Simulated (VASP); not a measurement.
The system is ZnCu2SnSe4.

```
Zn Cu Sn Se
1.0
    -2.88564    2.88564    5.73983
     2.88564   -2.88564    5.73983
     2.88564    2.88564   -5.73983
Zn Cu Sn Se
1 2 1 4
Direct
  0.75000 0.25000 0.50000
  0.25000 0.75000 0.50000
  0.00000 0.00000 0.00000
  0.50000 0.50000 0.00000
  0.62975 0.63653 0.52625
  0.11029 0.10351 0.47375
  0.89649 0.37025 0.00678
  0.36347 0.88971 0.99322
```

The cell comes from a database or a generator and needn't be the stable form of this composition.

| Quantity | Value |
| --- | --- |
| Program | VASP 6.6.1 |
| Task | relaxation of cell and atoms |
| Functional | PBEsol |
| Potentials or basis | VASP PAW PBE potentials, release 64 (Zn, Cu, Sn_d, Se) |
| Cutoff | 600 eV |
| k mesh | 10 × 10 × 10 |
| Occupations | methfessel-paxton, width 0.1 eV |
| Spin | no spin polarisation |

At the start: pressure -2.9 GPa; volume 23.90 Å³/atom.

Problem. How do energy, volume and symmetry change on relaxing?

Solution. Over 8 steps the energy falls by 11.9 meV/atom and the volume is 22.73 Å³/atom (-4.9 %); space group I-4 (No. 82, to 0.05 Å).

The path:
| step | energy change (eV) | largest force (eV/Å) | pressure (GPa) | volume (Å³) |
| --- | --- | --- | --- | --- |
| 1 | 0.0000 | 0.1306 | -2.87 | 191.18 |
| 2 | -0.0828 | 0.1828 | 0.93 | 179.59 |
| 3 | -0.0890 | 0.1702 | 0.06 | 181.87 |
| 4 | -0.0933 | 0.0976 | 0.02 | 181.79 |
| 5 | -0.0954 | 0.0202 | -0.01 | 181.67 |
| 6 | -0.0954 | 0.0130 | 0.05 | 181.68 |
| 7 | -0.0954 | 0.0123 | 0.04 | 181.69 |
| 8 | -0.0955 | 0.0069 | -0.03 | 181.86 |

Final structure:
```xyz
8
Lattice="-2.8352 2.8352 5.6559 2.8352 -2.8352 5.6559 2.8352 2.8352 -5.6559" Properties=species:S:1:pos:R:3 pbc="T T T"
Zn    0.0000    2.8352    2.8279
Cu    2.8352    0.0000    2.8279
Cu    0.0000    0.0000    0.0000
Sn    0.0000    0.0000    5.6559
Se    1.5328    1.4772    4.1776
Se    1.3024    1.3580   -1.4782
Se   -1.4772    1.5328    7.1341
Se    4.3124    1.3024    1.4782
```

Caveat: the PAW data sets were made with another functional, which shifts forces and pressure a little.
